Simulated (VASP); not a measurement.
Input:

```xyz
4
Lattice="2.0137 -3.5004 0.0000 2.0137 3.5004 0.0000 0.0000 0.0000 4.0914" Properties=species:S:1:pos:R:3 pbc="T T T"
Ga     2.0137     2.4210     3.7533
Ga     2.0137     1.0794     1.7076
Ga     2.0137    -1.0794     2.3837
Ga     2.0137    -2.4210     0.3380
```

These are LDA (Ceperley-Alder, Perdew-Zunger), VASP's LDA PAW potentials (set 64) (plane waves; VASP) values and carry that method's errors. Settings: 500 eV cut-off, 9×9×8 Γ-centred mesh, first-order Methfessel-Paxton smearing of 0.10 eV, potentials Ga_d.

Energy and stress use the plane-wave basis of the starting cell.

The ions, cell shape and volume at an external pressure of 45.0 GPa are relaxed. Which structure does the run end with?

```xyz
4
Lattice="1.9648 -3.4373 0.0000 1.9648 3.4373 0.0000 0.0000 0.0000 3.9929" Properties=species:S:1:pos:R:3 pbc="T T T"
Ga     1.9648     2.3794     3.6697
Ga     1.9648     1.0579     1.6732
Ga     1.9648    -1.0579     2.3197
Ga     1.9648    -2.3794     0.3233
```
Space group Cmce (64), at a tolerance of 0.03 Å.

How do energy and volume change from the first to the last step?

The energy (σ→0) changes by +217.1 meV/atom and the volume by -6.5 %, in 15 ionic steps.

The compound is Ga in the alpha structure. This run relaxes it under an external pressure of 45 GPa. Symmetry was kept, so distortions that lower it aren't found.
